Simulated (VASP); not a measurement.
These are r2SCAN meta-GGA, VASP's PBE PAW potentials (set 64) (plane waves; VASP) values and carry that method's errors.

A VASP calculation is set up with these files.

**POSCAR**
```
WSe2
1.0
  3.3172505064   0.0000000000   0.0000000000
 -1.6586252532   2.8728228742   0.0000000000
  0.0000000000   0.0000000000  13.6553326870
W Se
2 4
Cart
  1.6586269118   0.9576066671  10.2414995153
 -0.0000016586   1.9152162071   3.4138331717
  1.6586269118   0.9576066671   5.0773545646
 -0.0000016586   1.9152162071  11.9050209081
 -0.0000016586   1.9152162071   8.5779781224
  1.6586269118   0.9576066671   1.7503117789
```

**KPOINTS**
```
kpoints
0
G
  7 7 2
0 0 0
```

**INCAR**
```
! general
SYSTEM =WSe2
PREC   =Accurate
ENCUT  =480
LREAL  =.FALSE.   ! projection in real space or not
LASPH  =.TRUE.   ! aspherical one-centre terms

! electronic loop
EDIFF  =1E-6
NELM   =100   ! most electronic steps
ALGO   =Normal   ! blocked Davidson
LMAXMIX=6   ! l cut-off of mixed one-centre charges
LMIXTAU=.TRUE.

! smearing
ISMEAR =0
SIGMA  =0.05

! functional
METAGGA=R2SCAN

! ions
IBRION =2
NSW    =60   ! most ionic steps
ISIF   =3
EDIFFG =-0.02

! output
LWAVE  =.FALSE.
LCHARG =.FALSE.
```

POTCAR, in this order: W_sv Se (PBE.64 set). Program: vasp_std.

What does the run give for the energy per atom (σ→0)?

| Item | Value |
|---|---|
| energy per atom (σ→0) | -27.266 eV/atom |

### OSZICAR
```
...
DAV:  19    -0.163593994059E+03    0.15324E-03   -0.47565E-04  1083   0.155E-01    0.560E-02
DAV:  20    -0.163594050483E+03   -0.56424E-04   -0.84423E-05  1273   0.418E-02    0.372E-02
DAV:  21    -0.163594147238E+03   -0.96755E-04   -0.24191E-05   983   0.302E-02    0.269E-02
DAV:  22    -0.163594248334E+03   -0.10110E-03   -0.84928E-05  1058   0.577E-02    0.136E-02
DAV:  23    -0.163594256789E+03   -0.84554E-05   -0.99706E-06  1076   0.223E-02    0.846E-03
DAV:  24    -0.163594257958E+03   -0.11694E-05   -0.12295E-06   741   0.743E-03    0.788E-03
DAV:  25    -0.163594257680E+03    0.27863E-06   -0.68355E-07   622   0.515E-03
   1 F= -.16359426E+03 E0= -.16359426E+03  d E =-.163594E+03
```

The compound is WSe2 in the 2H layered structure. It was relaxed first, which changed the volume by +8 %. The start is the result of an earlier pass.
